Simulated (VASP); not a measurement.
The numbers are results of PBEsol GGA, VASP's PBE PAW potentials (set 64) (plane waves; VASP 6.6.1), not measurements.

VASP ran on this input.

File POSCAR:
```
Rh
1.0
 -2.3633170000   2.3633170000   1.2894540000
  2.3633170000  -2.3633170000   1.2894540000
  2.3633170000   2.3633170000  -1.2894540000
Rh
2
Cartesian
  0.0000000000   2.3633170000   0.6447270000
  0.0000000000   0.0000000000   0.0000000000
```

### INCAR
```
SYSTEM = Rh
PREC = Accurate; ENCUT = 400; LREAL = .FALSE.
LASPH = .TRUE.
EDIFF = 1E-6; NELM = 100; ALGO = Normal
LMAXMIX = 4
ISMEAR = 1; SIGMA = 0.1
GGA = PS
IBRION = 2; NSW = 60; ISIF = 3
EDIFFG = -0.01
LWAVE = .FALSE.; LCHARG = .FALSE.
```

KPOINTS:
```
Regular mesh
0
gamma
  14 14 14
0 0 0
```

POTCAR, in this order: Rh_pv (PBE.64 set). Program: vasp_std.

Energy and stress use the plane-wave basis of the starting cell.

Q: Estimate the energy per atom (σ→0), volume per atom, band gap (on the k-mesh).

A: 
```
Item                                                        Result
------------------------  ----------------------------------------
energy per atom (σ→0)                               -7.514 eV/atom
band gap (on the k-mesh)  none (metal, semimetal or under 0.01 eV)
volume per atom                                     14.88 Å^3/atom
```

**OSZICAR**
```
...
       N       E                     dE             d eps       ncg     rms          rms(c)
DAV:   1    -0.150333961401E+02   -0.44709E-02   -0.84223E-02  9332   0.328E+00    0.461E-01
DAV:   2    -0.150291529797E+02    0.42432E-02   -0.13766E-02  9371   0.125E+00    0.911E-02
DAV:   3    -0.150290647892E+02    0.88190E-04   -0.28999E-04  9734   0.137E-01    0.483E-02
DAV:   4    -0.150290671380E+02   -0.23488E-05   -0.40615E-05 10067   0.527E-02    0.163E-02
DAV:   5    -0.150290703548E+02   -0.32168E-05   -0.45789E-06  9706   0.203E-02    0.266E-03
DAV:   6    -0.150290702451E+02    0.10972E-06   -0.63323E-07  4771   0.797E-03
   8 F= -.15029070E+02 E0= -.15028626E+02  d E =-.686215E-04
```

The structure was generated: Rh was put into the beta-Sn type (I4_1/amd), which need not be its known phase. This run relaxes it. Symmetry was kept, so distortions that lower it aren't found.
